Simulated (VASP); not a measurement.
Given:

```
CELL_PARAMETERS angstrom
      4.24817     0.00000     0.00000
      0.00000     4.24817     0.00000
      0.00000     0.00000     4.24817
ATOMIC_POSITIONS crystal
  Cs 0.00000 0.00000 0.00000
  Br 0.50000 0.50000 0.50000
```

The numbers are results of PBEsol GGA, VASP's PBE PAW potentials (set 64) (plane waves; VASP), not measurements. Settings: 400 eV cut-off, 8×8×8 Γ-centred mesh, Gaussian smearing of 0.010 eV, potentials Cs_sv Br.

### Question
The job: CsBr (CsCl type), 2 atoms, PBEsol, optics run with many empty bands, 400 eV, 8×8×8 Γ-centred mesh. Roughly how much core time does it take on a busy server core?

### Answer
About 60 core-seconds (one run on a shared machine, a rough figure). It had 35 irreducible k-points, 36 bands, up to 1408 plane waves and 13 electronic steps.

The compound is CsBr in the CsCl type structure. It was relaxed first.
